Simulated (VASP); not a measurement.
## GaAg2Br6: single point with PBE

GaAg2Br6:

```
Ga Ag Br
1.0
     6.89205   -0.07232    0.09125
    -3.50866    6.01229   -0.05854
    -3.38949    2.01555    5.83390
Ga Ag Br
1 2 6
Direct
  0.51194 0.50321 0.51019
  0.75596 0.23152 0.30470
  0.24020 0.77640 0.70255
  0.36896 0.27980 0.23270
  0.75080 0.86576 0.24388
  0.14644 0.60674 0.28208
  0.64497 0.76061 0.74581
  0.25818 0.14368 0.76182
  0.85650 0.38826 0.76351
```

The cell was built by a generator and needn't be a form met in nature.

- Program: VASP 6.6.1
- Task: single point
- Functional: PBE
- Potentials or basis: VASP PAW PBE potentials, release 64 (Ga_d, Ag, Br)
- Cutoff: 520 eV
- k mesh: 3 × 3 × 3, shifted
- Occupations: fermi-dirac, width 0.1 eV
- Spin: no spin polarisation

- Pressure: 0.9 GPa
- Largest force: 0.470 eV/Å
- Band gap on the k mesh: none (metal or under the smearing width)

Forces on the atoms (eV/Å):
```
Ga  -0.109 -0.015 -0.200
Ag   0.082 -0.301  0.111
Ag   0.082  0.109 -0.111
Br   0.202  0.033  0.345
Br  -0.296  0.240  0.172
Br  -0.258  0.169 -0.265
Br  -0.418  0.131 -0.094
Br   0.318 -0.346 -0.030
Br   0.397 -0.020  0.072
```

Stress tensor (GPa, compression positive):
```
 0.63  0.02  0.38
 0.02  0.35 -0.19
 0.38 -0.19  1.83
```

Levels at points of the mesh, in eV from the Fermi level:
| k point | band 37 | band 38 | band 39 | band 40 | band 41 | band 42 |
| --- | --- | --- | --- | --- | --- | --- |
| (0.00, 0.50, 0.50) | -0.39 | -0.22 | -0.16 | 2.93 | 4.41 | 4.58 |

It took 4.3 min on 1 thread of Intel(R) Xeon(R) Platinum 8488C (Sapphire Rapids) (shared host), peak memory 0.48 GiB.

Caveat: the k mesh is coarse (spacing up to 0.37 Å⁻¹), so the values aren't converged; an odd number of electrons without spin polarisation forces a metal; a magnetic or distorted state may lie lower.
